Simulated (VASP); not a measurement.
# In2WSe3 (Fmmm) in VASP: notebook

One crystal, In2WSe3, is run at these levels: PBE; tasks: relaxation of cell and atoms.

Program: VASP 6.6.1. These are calculated values, not measurements. Logs are shortened: lines on timing, memory, paths and dates and some standing lists are left out, and cuts for length are marked.

### Step 1. The structure

Symmetry: Fmmm, No. 69, orthorhombic system. The conventional cell has a = 5.815 Å, b = 8.670 Å, c = 12.100 Å, α = 90.00°, β = 90.00°, γ = 90.00°. In (site symmetry 222) is surrounded by 2 In at 2.91 Å and 2 Se at 3.03 Å. W (site symmetry mmm) has 6 Se at 2.61 to 2.91 Å as nearest neighbours. Se (site symmetry 2/m) has 2 W at 2.61 Å and 4 Se at 2.61 to 2.91 Å as nearest neighbours. Around Se (site symmetry mmm) lie 4 Se at 2.61 Å and 2 W at 2.91 Å.

The cell was built by a generator and needn't be a form met in nature.

### Step 2. Relaxation of cell and atoms, PBE

INCAR reads:

```
ALGO = Fast
EDIFF = 1E-4
EDIFFG = -0.08
ENCUT = 520
GGA = PE
IBRION = 2
ISIF = 3
ISMEAR = 0
KPAR = 2
LASPH = T
LCHARG = F
LREAL = F
LWAVE = F
NELM = 60
NSW = 24
PREC = Normal
SIGMA = 0.15
```

KPOINTS reads:

```
k-points
0
Gamma
  3 3 3
```

POSCAR reads:

```
In2WSe3
1.0
    0.0000000000      4.3351110700      6.0500093100
    2.9073098900      0.0000000000      6.0500093100
    2.9073098900      4.3351110700      0.0000000000
In W Se
2 1 3
Direct
    0.2500000000      0.2500000000      0.2500000000
    0.7500000000      0.7500000000      0.7500000000
    0.5000000000      0.5000000000      0.5000000000
    0.0000000000      0.0000000000      0.5000000000
    0.5000000000      0.5000000000      0.0000000000
    0.0000000000      0.0000000000      0.0000000000
```

Potentials or basis: VASP PAW PBE potentials, release 64 (In_d, W_sv, Se).

Launch:

```
$ cat potpaw_PBE.64/In_d/POTCAR potpaw_PBE.64/W_sv/POTCAR potpaw_PBE.64/Se/POTCAR > POTCAR
$ mpirun -np 2 vasp_std > vasp.out
```

OUTCAR:

```text
EDIFF = 1E-4
   EDIFFG = -0.08
   ENCUT = 520
   GGA = PE
   IBRION = 2
   ISIF = 3
   ISMEAR = 0
   LASPH = T
   LREAL = F
   NELM = 60
   NSW = 24
   PREC = Normal

 ion  position               nearest neighbor table
   1  0.250  0.250  0.250-   2 2.91   2 2.91   4 3.03   5 3.03
   2  0.750  0.750  0.750-   1 2.91   1 2.91   4 3.03   5 3.03
   3  0.500  0.500  0.500-   5 2.61   5 2.61   4 2.61   4 2.61   6 2.91   6 2.91
   4  0.000  0.000  0.500-   6 2.61   6 2.61   3 2.61   3 2.61   1 3.03   2 3.03
   5  0.500  0.500  0.000-   3 2.61   3 2.61   6 2.61   6 2.61   1 3.03   2 3.03
   6  0.000  0.000  0.000-   4 2.61   4 2.61   5 2.61   5 2.61   3 2.91   3 2.91

  LATTYP: Found a face centered orthorhombic cell.
 ALAT       =     5.8146197800
 B/A-ratio  =     1.4911073240
 C/A-ratio  =     2.0809647196

  Lattice vectors:

 A1 = (   0.0000000000,   4.3351110700,   6.0500093100)
 A2 = (   2.9073098900,   0.0000000000,   6.0500093100)
 A3 = (   2.9073098900,   4.3351110700,   0.0000000000)

Analysis of symmetry for initial positions (statically):
=====================================================================
 Subroutine PRICEL returns:
 Original cell was already a primitive cell.

 Routine SETGRP: Setting up the symmetry group for a
 face centered orthorhombic supercell.

 Subroutine GETGRP returns: Found  8 space group operations
 (whereof  8 operations were pure point group operations)
 out of a pool of  8 trial point group operations.

The static configuration has the point symmetry D_2h.

Analysis of symmetry for dynamics (positions and initial velocities):
=====================================================================
 Subroutine PRICEL returns:
 Original cell was already a primitive cell.

 Routine SETGRP: Setting up the symmetry group for a
 face centered orthorhombic supercell.

 Subroutine GETGRP returns: Found  8 space group operations
 (whereof  8 operations were pure point group operations)
 out of a pool of  8 trial point group operations.

The dynamic configuration has the point symmetry D_2h.

 Subroutine INISYM returns: Found  8 space group operations
 (whereof  8 operations are pure point group operations),
 and found     1 'primitive' translations

----------------------------------------------------------------------------------------

                                     Primitive cell

  volume of cell :     152.5027

  direct lattice vectors                    reciprocal lattice vectors
     0.000000000  4.335111070  6.050009310    -0.171980291  0.115337299  0.082644501
     2.907309890  0.000000000  6.050009310     0.171980291 -0.115337299  0.082644501
     2.907309890  4.335111070  0.000000000     0.171980291  0.115337299 -0.082644501

  length of vectors
     7.442835524  6.712306865  5.219735509     0.222957454  0.222957454  0.222957454

  position of ions in fractional coordinates (direct lattice)
     0.250000000  0.250000000  0.250000000
     0.750000000  0.750000000  0.750000000
     0.500000000  0.500000000  0.500000000
     0.000000000  1.000000000  0.500000000
     0.500000000  0.500000000  1.000000000
     0.000000000  0.000000000  0.000000000

  ion indices of the primitive-cell ions
   primitive index   ion index
                 1           1
                 2           2
                 3           3
                 4           4
                 5           5
                 6           6

----------------------------------------------------------------------------------------

 KPOINTS: k-points

Automatic generation of k-mesh.
 Grid dimensions read from file:
 generate k-points for:    3    3    3

 Generating k-lattice:

  Cartesian coordinates                     Fractional coordinates (reciprocal lattice)
    -0.057326764  0.038445766  0.027548167     0.333333333  0.000000000  0.000000000
     0.057326764 -0.038445766  0.027548167     0.000000000  0.333333333  0.000000000
     0.057326764  0.038445766 -0.027548167     0.000000000  0.000000000  0.333333333

  Length of vectors
[... 45 lines left out ...]
   EFERMI_NEDOS =   21; number of points for ismear=-14 and -15
   IALGO  =     68    algorithm
   IMIX   =      4    mixing-type and parameters
     AMIX     =   0.40;   BMIX     =  1.00
     AMIX_MAG =   1.60;   BMIX_MAG =  1.00
  volume/ion in A,a.u.               =      25.42       171.52
  Fermi-wavevector in a.u.,A,eV,Ry     =   1.186110  2.241423 19.141450  1.406857
  Thomas-Fermi vector in A             =   2.322290
   LORBIT       =      0    0 simple, 1 ext, 2 COOP (PROOUT), +10 PAW based schemes
   GGA     = PE    functional components
   LHFCALC =     F    Hartree Fock is set to
   AEXX    =    0.0000 exact exchange contribution
   IVDW    =     0    specifies the selected vdW correction
   LEPSILON=     F    determine dielectric tensor
   LRPA    =     F    only Hartree local field effects (RPA)
 conjugate gradient relaxation of ions
 non-spin polarized calculation
 RMM-DIIS sequential band-by-band and
 Gauss-broadening in eV      SIGMA  =   0.15
  energy-cutoff  :      520.00
  volume of cell :      152.50
 maximum number of plane-waves:      4137
   NGX = 27   NGY = 25   NGZ = 19

--------------------------------------- Ionic step        1  -------------------------------------------

 number of electron      58.0000003 magnetization

 Free energy of the ion-electron system (eV)
  ---------------------------------------------------
  ext. energy  EPLUGINS =         0.00000000
  ---------------------------------------------------
  free energy    TOTEN  =       -23.37175796 eV

  energy without entropy =      -23.28393248  energy(sigma->0) =      -23.32784522

 E-fermi :   5.7178     XC(G=0):  -9.7905

 val. band max:        5.7002673406   @ k =   0.0000   0.0000   0.0000
 cond. band min:       5.7416679681   @ k =   0.0000   0.0000   0.0000
 fundamental gap:      0.0414006275
 Fermi energy:         5.7177736463

 k-point     1 :       0.0000    0.0000    0.0000
  band No.  band energies     occupation
      1     -68.8178      2.00000
      2     -33.2369      2.00000
      3     -33.0430      2.00000
      4     -32.7930      2.00000
      5     -10.9475      2.00000
      6      -9.2552      2.00000
[... 398 lines left out ...]
  FREE ENERGIE OF THE ION-ELECTRON SYSTEM (eV)
  ---------------------------------------------------
  free  energy   TOTEN  =       -23.6808840545 eV

  energy  without entropy=      -23.6061447795  energy(sigma->0) =      -23.64351442

[... ionic steps 4 to 7 ...]

--------------------------------------- Ionic step        8  -------------------------------------------

 number of electron      57.9999998 magnetization

------------------------ aborting loop because EDIFF is reached ----------------------------------------

  FORCE on cell =-STRESS in cart. coord.  units (eV):
  Direction    XX          YY          ZZ          XY          YZ          ZX
  --------------------------------------------------------------------------------------
  -------------------------------------------------------------------------------------
  Total        0.8180250      0.8411653      0.0380819      0.0000000      0.0000000      0.0000000
  in kB        8.0069366      8.2334364      0.3727508      0.0000000      0.0000000      0.0000000
  external PRESSURE =       5.5377079 kB  Pullay stress =       0.0000000 kB
[... 65 lines left out ...]
  energy  without entropy=      -24.5055040952  energy(sigma->0) =      -24.53112633

--------------------------------------- Ionic step       10  -------------------------------------------

 number of electron      57.9999996 magnetization

 Free energy of the ion-electron system (eV)
  ---------------------------------------------------
  ext. energy  EPLUGINS =         0.00000000
  ---------------------------------------------------
  free energy    TOTEN  =       -24.59304472 eV

  energy without entropy =      -24.54747380  energy(sigma->0) =      -24.57025926

 E-fermi :   4.9585     XC(G=0):  -9.4574

 val. band max:        4.8820442687   @ k =  -0.3333   0.3333   0.3333
 cond. band min:       5.0955591363   @ k =  -0.3333   0.3333   0.0000
 fundamental gap:      0.2135148676
 Fermi energy:         4.9585014701

 k-point     1 :       0.0000    0.0000    0.0000
  band No.  band energies     occupation
      1     -69.1891      2.00000
      2     -33.4331      2.00000
      3     -33.4306      2.00000
      4     -33.3772      2.00000
      5     -11.5310      2.00000
      6      -9.6224      2.00000
[... 318 lines left out ...]
  FREE ENERGIE OF THE ION-ELECTRON SYSTEM (eV)
  ---------------------------------------------------
  free  energy   TOTEN  =       -24.5930447171 eV

  energy  without entropy=      -24.5474738012  energy(sigma->0) =      -24.57025926

 reached required accuracy - stopping structural energy minimisation
```

Run time: 2.1 min. Hardware: 2 MPI ranks of Intel Xeon 6975P-C (Granite Rapids), shared host; peak memory 0.24 GiB.

Results:

- Free energy: -24.5930 eV
- Relaxed volume: 27.53 Å³/atom
- Relaxed cell: a = 7.279 Å, b = 7.286 Å, c = 5.112 Å, α = 69.38°, β = 69.53°, γ = 41.09°
- Space group after relaxing (to 0.05 Å): I4/mmm (No. 139)
- Energy gained by relaxing: 203.5 meV/atom
- Ionic steps: 10
- Pressure after relaxing: 0.0 GPa
- Band gap on the k mesh: none (metal or under the smearing width)

Stress tensor (GPa, compression positive):
```
-0.03  0.00  0.00
 0.00  0.11  0.00
 0.00  0.00 -0.02
```

The path:
```
step  energy change (eV)  largest force (eV/Å)  pressure (GPa)  volume (Å³)
   1              0.0000                0.0000            5.64       152.50
   2             -0.2642                0.0000           -2.08       172.95
   3             -0.3091                0.0000           -0.34       166.76
   4             -0.3877                0.0000           -0.55       166.97
   5             -0.7789                0.0000           -1.23       166.97
   6             -1.2194                0.0000            0.35       164.04
   7             -1.2194                0.0000            0.46       163.86
   8             -1.2183                0.0000            0.55       163.69
   9             -1.1850                0.0000           -1.77       169.98
  10             -1.2213                0.0000            0.02       165.19
```

Final structure:
```xyz
6
Lattice="0.0000 3.6070 6.3224 3.6219 0.0000 6.3224 3.6219 3.6070 0.0000" Properties=species:S:1:pos:R:3 pbc="T T T"
In    1.8109    1.8035    3.1612
In    5.4328    5.4105    9.4836
W     3.6218    3.6070    6.3224
Se    1.8109    1.8035    0.0000
Se    1.8109    1.8035    6.3224
Se    0.0000    0.0000    0.0000
```

Levels at points of the mesh, in eV from the Fermi level:
```
           k point  band 26  band 27  band 28  band 29  band 30  band 31  band 32  band 33
(0.00, 0.00, 0.00)    -1.14    -1.14    -0.96    -0.08     0.21     0.53     1.14     1.17
```

Caveat: the k mesh is coarse (spacing up to 0.47 Å⁻¹), so the values aren't converged; the relaxation stopped at a loose force limit of 0.08 eV/Å, so its end isn't a converged minimum.

### Step 3. Relaxation of cell and atoms, PBE

This run uses another cell than the first one, of 24.29 Å³/atom, 0.956 times its volume.

INCAR is that of step 2.

KPOINTS reads:

```
k-points
0
Gamma
  5 5 1
```

POSCAR reads:

```
In2WSe3
1.0
    3.5000000000      0.0000000000      0.0000000000
   -1.7500000000      3.0310889100      0.0000000000
    0.0000000000      0.0000000000     13.7400000000
In W Se
2 1 3
Direct
    0.6666666700      0.3333333300      0.6380000000
    0.6666666700      0.3333333300      0.3620000000
    0.0000000000      0.0000000000      0.0000000000
    0.3333333300      0.6666666700      0.8780000000
    0.3333333300      0.6666666700      0.1220000000
    0.0000000000      0.0000000000      0.5000000000
```

Potentials or basis: VASP PAW PBE potentials, release 64 (In_d, W_sv, Se).

Launch:

```
$ cat potpaw_PBE.64/In_d/POTCAR potpaw_PBE.64/W_sv/POTCAR potpaw_PBE.64/Se/POTCAR > POTCAR
$ mpirun -np 2 vasp_std > vasp.out
```

It took 74 s on 2 MPI ranks of Intel Xeon 6975P-C (Granite Rapids), shared host; peak memory 0.19 GiB.

The run converged. Its results:

| Quantity | Value |
| --- | --- |
| Free energy | -30.1553 eV |
| Relaxed volume | 26.04 Å³/atom |
| Relaxed cell | a = 3.476 Å, b = 3.476 Å, c = 14.929 Å, α = 90.00°, β = 90.00°, γ = 120.00° |
| Space group after relaxing (to 0.05 Å) | P-6m2 (No. 187) |
| Energy gained by relaxing | 36.7 meV/atom |
| Ionic steps | 17 |
| Pressure after relaxing | -0.1 GPa |
| Largest force after relaxing | 0.064 eV/Å |
| Band gap on the k mesh | none (metal or under the smearing width) |

Forces on the atoms (eV/Å):
```
In   0.000  0.000  0.012
In   0.000  0.000 -0.012
W    0.000  0.000  0.000
Se   0.000  0.000  0.064
Se   0.000  0.000 -0.064
Se   0.000  0.000  0.000
```

Step by step:
```tsv
step	energy change (eV)	largest force (eV/Å)	pressure (GPa)	volume (Å³)
1	0.0000	0.9100	1.63	145.77
2	-0.1289	0.7596	-0.50	151.03
3	-0.1477	0.6775	-1.50	154.14
4	-0.1662	0.4745	1.31	151.11
5	-0.1813	0.0167	0.23	152.29
6	-0.1813	0.0372	0.18	152.33
7	-0.1890	0.0930	0.05	152.62
8	-0.1987	0.1079	0.04	153.20
9	-0.2099	0.1463	-0.06	154.21
10	-0.2098	0.1049	-0.12	154.05
11	-0.2099	0.1150	0.58	153.30
12	-0.2108	0.1004	0.32	153.65
13	-0.2118	0.0381	0.48	153.79
14	-0.2131	0.0517	0.66	154.01
15	-0.2148	0.0804	0.67	154.44
16	-0.2165	0.0397	0.50	154.88
17	-0.2199	0.0643	-0.13	156.23
```

Final structure:
```
In W Se
1.0
     3.47619    0.00000    0.00000
    -1.73809    3.01047    0.00000
     0.00000    0.00000   14.92926
In W Se
2 1 3
Direct
  0.66667 0.33333 0.63986
  0.66667 0.33333 0.36014
  0.00000 0.00000 0.00000
  0.33333 0.66667 0.89080
  0.33333 0.66667 0.10920
  0.00000 0.00000 0.50000
```

Levels at points of the mesh, in eV from the Fermi level:
```
           k point  band 26  band 27  band 28  band 29  band 30  band 31  band 32  band 33
(0.00, 0.00, 0.00)    -1.64    -1.12     0.15     0.15     1.35     1.35     1.60     1.60
```

Caveat: the k mesh is coarse (spacing up to 0.46 Å⁻¹), so the values aren't converged; this functional lacks dispersion, which binds the layers, so the pressure and a relaxed spacing across them are unreliable; the relaxation stopped at a loose force limit of 0.08 eV/Å, so its end isn't a converged minimum. The run has no spin-orbit coupling, so splittings on W are missing.

### Step 4. Relaxation of cell and atoms, PBE

This run uses another cell than the first one, of 24.30 Å³/atom, 0.956 times its volume.

INCAR is that of step 3.

KPOINTS reads:

```
k-points
0
Gamma
  4 4 4
```

POSCAR reads:

```
In2WSe3
1.0
   -2.0250000000      2.5000000000      7.2000000000
    2.0250000000     -2.5000000000      7.2000000000
    2.0250000000      2.5000000000     -7.2000000000
In W Se
2 1 3
Direct
    0.3550000000      0.3550000000      0.0000000000
    0.6450000000      0.6450000000      0.0000000000
    0.0000000000      0.0000000000      0.0000000000
    0.1700000000      0.1700000000      0.0000000000
    0.8300000000      0.8300000000      0.0000000000
    0.5000000000      0.0000000000      0.5000000000
```

Launch:

```
$ cat potpaw_PBE.64/In_d/POTCAR potpaw_PBE.64/W_sv/POTCAR potpaw_PBE.64/Se/POTCAR > POTCAR
$ mpirun -np 2 vasp_std > vasp.out
```

Wall time 6.6 min (2 MPI ranks of Intel Xeon 6975P-C (Granite Rapids), shared host); peak memory 0.41 GiB.

Results (log left out):

- Free energy: -27.8758 eV
- Relaxed volume: 26.35 Å³/atom
- Relaxed cell: a = 9.153 Å, b = 9.153 Å, c = 9.153 Å, α = 156.51°, β = 148.79°, γ = 39.43°
- Space group after relaxing (to 0.05 Å): Immm (No. 71)
- Energy gained by relaxing: 186.2 meV/atom
- Ionic steps: 16
- Pressure after relaxing: -0.3 GPa
- Largest force after relaxing: 0.072 eV/Å
- Band gap on the k mesh: none (metal or under the smearing width)

Forces on the atoms (eV/Å):
```
In   0.000  0.000 -0.072
In   0.000  0.000  0.072
W    0.000  0.000  0.000
Se   0.000  0.000  0.023
Se   0.000  0.000 -0.023
Se   0.000  0.000  0.000
```

Stress tensor (GPa, compression positive):
```
-0.13  0.00  0.00
 0.00 -0.40  0.00
 0.00  0.00 -0.45
```

The path:
| step | energy change (eV) | largest force (eV/Å) | pressure (GPa) | volume (Å³) |
| --- | --- | --- | --- | --- |
| 1 | 0.0000 | 0.8424 | 4.41 | 145.80 |
| 2 | -0.4527 | 1.7397 | -2.96 | 159.99 |
| 3 | -0.4580 | 1.6881 | -2.35 | 158.33 |
| 4 | -0.7786 | 0.9791 | -0.53 | 155.44 |
| 5 | -0.8637 | 0.4935 | 1.24 | 153.40 |
| 6 | -0.8671 | 0.4357 | 1.52 | 152.82 |
| 7 | -1.0404 | 0.3042 | 0.08 | 157.01 |
| 8 | -1.0889 | 0.2847 | -0.72 | 159.99 |
| 9 | -1.0927 | 0.2866 | -1.05 | 160.92 |
| 10 | -1.0968 | 0.3780 | 1.08 | 157.19 |
| 11 | -1.1082 | 0.1826 | 0.15 | 158.87 |
| 12 | -1.1082 | 0.1585 | 0.16 | 158.92 |
| 13 | -1.1041 | 0.1910 | -0.45 | 159.92 |
| 14 | -1.1082 | 0.1292 | -0.02 | 158.96 |
| 15 | -1.1110 | 0.1149 | -0.05 | 158.75 |
| 16 | -1.1174 | 0.0716 | -0.33 | 158.12 |

Final structure:
```yaml
crystal:
  lattice:
    - [-1.86342, 2.46198, 8.61653]
    - [1.86342, -2.46198, 8.61653]
    - [1.86342, 2.46198, -8.61653]
  atoms:
    - { symbol: In, position: [0.34998, 0.34998, 0.00000] }
    - { symbol: In, position: [0.65002, 0.65002, 0.00000] }
    - { symbol: W, position: [0.00000, 0.00000, 0.00000] }
    - { symbol: Se, position: [0.14464, 0.14464, 0.00000] }
    - { symbol: Se, position: [0.85536, 0.85536, 0.00000] }
    - { symbol: Se, position: [0.50000, 0.00000, 0.50000] }
```

Levels at points of the mesh, in eV from the Fermi level:
| k point | band 27 | band 28 | band 29 | band 30 | band 31 | band 32 |
| --- | --- | --- | --- | --- | --- | --- |
| (0.00, 0.00, 0.00) | -1.41 | -1.02 | -0.55 | -0.24 | 0.01 | 1.31 |
| (0.50, 0.00, 0.00) | -0.68 | 0.10 | 1.16 | 1.52 | 1.86 | 2.10 |
| (0.00, 0.50, 0.00) | -1.21 | -0.91 | 0.26 | 0.34 | 0.42 | 0.79 |
| (0.50, 0.50, 0.00) | -1.99 | -1.46 | 0.09 | 1.01 | 1.34 | 1.84 |
| (0.50, 0.50, 0.50) | -1.52 | -0.64 | 0.00 | 0.01 | 0.02 | 1.23 |

Caveat: the k mesh is coarse (spacing up to 0.50 Å⁻¹), so the values aren't converged; the relaxation stopped at a loose force limit of 0.08 eV/Å, so its end isn't a converged minimum. The run has no spin-orbit coupling, so splittings on W are missing.

### Step 5. Summary

```tsv
k mesh	gap on the mesh (eV)	pressure (GPa)	relaxed volume (Å³/atom)	largest force (eV/Å)
3 × 3 × 3	none	0.0	27.53	-
5 × 5 × 1	none	-0.1	26.04	0.06
4 × 4 × 4	none	-0.3	26.35	0.07
```

Alike in all rows: task relaxation of cell and atoms; level PBE; potentials or basis VASP PAW PBE potentials, release 64 (In_d, W_sv, Se); no spin polarisation; cell relaxed; cutoff (eV) 520; smearing gaussian 0.15 eV; the mesh is coarse, so values aren't converged.

Caveats: all runs use coarse meshes; the relaxation stopped at a loose force limit of 0.08 eV/Å, so its end isn't a converged minimum; this functional lacks dispersion, which binds the layers, so the pressure and a relaxed spacing across them are unreliable (some runs).

Absolute energies hang on the potentials; compare differences alone.
